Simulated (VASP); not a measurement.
Data:

```xyz
2
Lattice="0.0000 3.1035 3.1035 3.1035 0.0000 3.1035 3.1035 3.1035 0.0000" Properties=species:S:1:pos:R:3 pbc="T T T"
Sn     0.0000     0.0000     0.0000
Te     3.1035     3.1035     3.1035
```

All values below come from MS2 meta-GGA, VASP's PBE PAW potentials (set 64) (plane waves; VASP). Run with 520 eV cut-off, 7×7×7 Γ-centred mesh, Gaussian smearing of 0.050 eV, potentials Sn_d Te.

Q: Predict the energy per atom (σ→0), pressure.

A: 
* **energy per atom (σ→0)**: 0.138 eV/atom
* **pressure**: 1.55 GPa

Total energies compare only between runs with the same potentials, cut-off and functional.

The compound is SnTe in the rock salt structure, which distorts at low temperature. This cell is one point of a volume scan, at 0.97 of the reference volume.
